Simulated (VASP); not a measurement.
Method: TPSS meta-GGA, VASP's PBE PAW potentials (set 64) (plane waves; VASP).

VASP ran on this input.

File KPOINTS:
```
Automatic mesh
0
gamma
 9 9 5
0 0 0
```

### INCAR
```
SYSTEM = BN
PREC = Accurate
ENCUT = 520
EDIFF = 1E-6
NELM = 100
ALGO = Normal
LREAL = .FALSE.
LASPH = .TRUE.
ISMEAR = 0
SIGMA = 0.05
METAGGA = TPSS
LMIXTAU = .TRUE.
LWAVE = .FALSE.
LCHARG = .FALSE.
IBRION = 2
ISIF = 3
NSW = 60
EDIFFG = -0.02
```

File POSCAR:
```
BN
1.0
  1.2712230378  -2.2018231076   0.0000000000
  1.2712230378   2.2018231076   0.0000000000
  0.0000000000   0.0000000000   4.2050197319
B N
2 2
Cart
  1.2712230378  -0.7339425037   2.1035552734
  1.2712230378   0.7339425037   0.0010454074
  1.2712230378  -0.7339425037   3.6783468580
  1.2712230378   0.7339425037   1.5758369920
```

POTCAR, in this order: B N (PBE.64 set). Program: vasp_std.

What VASP printed:

### OSZICAR
```
       N       E                     dE             d eps       ncg     rms          rms(c)
DAV:   1     0.500977957768E+02    0.50098E+02   -0.88056E+03   864   0.133E+03
DAV:   2    -0.310018472640E+02   -0.81100E+02   -0.75269E+02  1192   0.272E+02
DAV:   3    -0.333972119368E+02   -0.23954E+01   -0.23818E+01  1140   0.454E+01
DAV:   4    -0.334086534450E+02   -0.11442E-01   -0.11435E-01  1056   0.312E+00
DAV:   5    -0.334087648805E+02   -0.11144E-03   -0.11139E-03  1136   0.256E-01    0.107E+01
DAV:   6    -0.409695415889E+02   -0.75608E+01   -0.16268E+01   868   0.437E+01    0.655E+00
DAV:   7    -0.411988826777E+02   -0.22934E+00   -0.56686E-01   996   0.878E+00    0.459E+00
DAV:   8    -0.409224071735E+02    0.27648E+00   -0.24059E+00  1036   0.132E+01    0.189E+00
DAV:   9    -0.408928098182E+02    0.29597E-01   -0.70324E-02  1012   0.329E+00    0.139E+00
DAV:  10    -0.408070691933E+02    0.85741E-01   -0.84035E-02   888   0.321E+00    0.560E-01
DAV:  11    -0.408971278835E+02   -0.90059E-01   -0.37059E-02   908   0.233E+00    0.202E-01
DAV:  12    -0.408961911213E+02    0.93676E-03   -0.49581E-03  1136   0.597E-01    0.857E-02
DAV:  13    -0.408960882949E+02    0.10283E-03   -0.15395E-03   980   0.406E-01    0.752E-02
DAV:  14    -0.408965060636E+02   -0.41777E-03   -0.22016E-04   972   0.169E-01    0.748E-02
DAV:  15    -0.408965198853E+02   -0.13822E-04   -0.37050E-05  1084   0.547E-02    0.366E-02
DAV:  16    -0.408965226660E+02   -0.27807E-05   -0.12844E-05  1036   0.393E-02    0.331E-03
DAV:  17    -0.408965309395E+02   -0.82735E-05   -0.34886E-06   972   0.208E-02    0.126E-02
DAV:  18    -0.408965305814E+02    0.35807E-06   -0.45271E-07   512   0.827E-03
   1 F= -.40896531E+02 E0= -.40896531E+02  d E =-.408965E+02
       N       E                     dE             d eps       ncg     rms          rms(c)
DAV:   1    -0.409018581401E+02   -0.53272E-02   -0.69907E-01  1016   0.887E+00    0.111E+00
DAV:   2    -0.408965221691E+02    0.53360E-02   -0.46456E-02  1084   0.209E+00    0.402E-01
DAV:   3    -0.408957978444E+02    0.72432E-03   -0.75749E-03  1024   0.738E-01    0.117E-01
DAV:   4    -0.408956791515E+02    0.11869E-03   -0.51774E-04   988   0.285E-01    0.560E-02
DAV:   5    -0.408952596562E+02    0.41950E-03   -0.36106E-04   912   0.270E-01    0.211E-02
DAV:   6    -0.408958107538E+02   -0.55110E-03   -0.14584E-04   916   0.169E-01    0.172E-02
DAV:   7    -0.408957968891E+02    0.13865E-04   -0.42059E-06  1100   0.260E-02    0.116E-02
DAV:   8    -0.408958050688E+02   -0.81797E-05   -0.16103E-06   612   0.143E-02    0.431E-04
DAV:   9    -0.408958018639E+02    0.32048E-05   -0.24483E-07   512   0.730E-03    0.194E-04
DAV:  10    -0.408958029723E+02   -0.11083E-05   -0.10864E-08   492   0.114E-03    0.142E-04
DAV:  11    -0.408958023034E+02    0.66890E-06   -0.38660E-09   472   0.806E-04
   2 F= -.40895802E+02 E0= -.40895802E+02  d E =0.728278E-03
       N       E                     dE             d eps       ncg     rms          rms(c)
DAV:   1    -0.409040844260E+02   -0.82815E-02   -0.18989E-01  1028   0.467E+00    0.577E-01
DAV:   2    -0.409025545317E+02    0.15299E-02   -0.12607E-02  1060   0.110E+00    0.210E-01
DAV:   3    -0.409024792503E+02    0.75281E-04   -0.20122E-03  1040   0.384E-01    0.613E-02
DAV:   4    -0.409023585073E+02    0.12074E-03   -0.12584E-04   972   0.142E-01    0.300E-02
DAV:   5    -0.409023965341E+02   -0.38027E-04   -0.90643E-05   904   0.136E-01    0.110E-02
DAV:   6    -0.409024384159E+02   -0.41882E-04   -0.36304E-05   896   0.852E-02    0.883E-03
DAV:   7    -0.409024479338E+02   -0.95180E-05   -0.10186E-06   776   0.130E-02    0.590E-03
DAV:   8    -0.409024443607E+02    0.35731E-05   -0.38357E-07   488   0.707E-03    0.267E-04
DAV:   9    -0.409024460976E+02   -0.17369E-05   -0.57299E-08   480   0.354E-03    0.170E-04
DAV:  10    -0.409024455530E+02    0.54459E-06   -0.21958E-09   460   0.527E-04
   3 F= -.40902446E+02 E0= -.40902446E+02  d E =-.591497E-02
```

**OUTCAR**
```
------------------------ aborting loop because EDIFF is reached ----------------------------------------
  FORCE on cell =-STRESS in cart. coord.  units (eV):
  Direction    XX          YY          ZZ          XY          YZ          ZX
  --------------------------------------------------------------------------------------
  Total        0.0051456      0.0051456     -0.0096541     -0.0000000     -0.0000000      0.0000000
  in kB        0.3452020      0.3452021     -0.6476631     -0.0000000     -0.0000000      0.0000000
  external PRESSURE =       0.0142470 kB  Pullay stress =       0.0000000 kB
  volume of cell :       23.88
      direct lattice vectors                 reciprocal lattice vectors
     1.277397684 -2.212517912 -0.000000000     0.391420782 -0.225986871 -0.000000000
     1.277397684  2.212517912  0.000000000     0.391420782  0.225986871 -0.000000000
     0.000000000  0.000000000  4.225016015     0.000000000 -0.000000000  0.236685493
  FREE ENERGIE OF THE ION-ELECTRON SYSTEM (eV)
  ---------------------------------------------------
  free  energy   TOTEN  =       -40.9024455530 eV

  energy  without entropy=      -40.9024455530  energy(sigma->0) =      -40.90244555

 reached required accuracy - stopping structural energy minimisation
```
(Selected blocks of OUTCAR.)

File CONTCAR:
```
BN
   1.00000000000000
     1.2773976840579280   -2.2125179118196505   -0.0000000000000000
     1.2773976840579280    2.2125179118196505    0.0000000000000000
     0.0000000000000000    0.0000000000000000    4.2250160147144955
  B               N
     2     2
Direct
     0.6666669999999968    0.3333330000000032    0.5002844143100789
     0.3333330000000032    0.6666669999999968    0.0002844143100788
     0.6666669999999968    0.3333330000000032    0.8747155856899211
     0.3333330000000032    0.6666669999999968    0.3747155856899212
```

OUTCAR:
```
 val. band max:        7.4350755886   @ k =   0.0000   0.0000   0.0000

 cond. band min:      12.6568896704   @ k =   0.3333   0.3333   0.0000


 Fermi energy:         7.6703507020

 k-point     1 :       0.0000    0.0000    0.0000
  band No.  band energies     occupation
      1     -13.3333      2.00000
      2      -9.2057      2.00000
      3      -3.5465      2.00000
      4       5.3266      2.00000
      5       5.3266      2.00000
      6       7.1580      2.00000
      7       7.4350      2.00000
      8       7.4351      2.00000
      9      16.1561      0.00000
     10      16.1562      0.00000
     11      16.3274      0.00000
     12      17.0514      0.00000

 k-point     2 :       0.1111    0.0000    0.0000
  band No.  band energies     occupation
      1     -13.0635      2.00000
      2      -9.0020      2.00000
      3      -3.2775      2.00000
      4       4.1361      2.00000
      5       4.8512      2.00000
      6       6.4390      2.00000
      7       6.8981      2.00000
      8       7.1630      2.00000
      9      15.6468      0.00000
     10      16.6736      0.00000
     11      16.7566      0.00000
     12      17.9105      0.00000

 k-point     3 :       0.2222   -0.0000    0.0000
  band No.  band energies     occupation
      1     -12.2716      2.00000
      2      -8.4492      2.00000
      3      -2.4902      2.00000
      4       1.6124      2.00000
      5       3.8834      2.00000
      6       4.2333      2.00000
      7       6.1073      2.00000
      8       6.4907      2.00000
      9      14.9990      0.00000
     10      17.1542      0.00000
     11      17.6726      0.00000
     12      18.5618      0.00000

 k-point     4 :       0.3333   -0.0000    0.0000
  band No.  band energies     occupation
      1     -11.0308      2.00000
      2      -7.8168      2.00000
      3      -1.2770      2.00000
      4      -0.8226      2.00000
      5       1.8413      2.00000
      6       3.0153      2.00000
...
```

The compound is BN in the wurtzite structure, a metastable high-pressure form. This run relaxes it. Symmetry was kept, so distortions that lower it aren't found. The start is the result of an earlier pass.
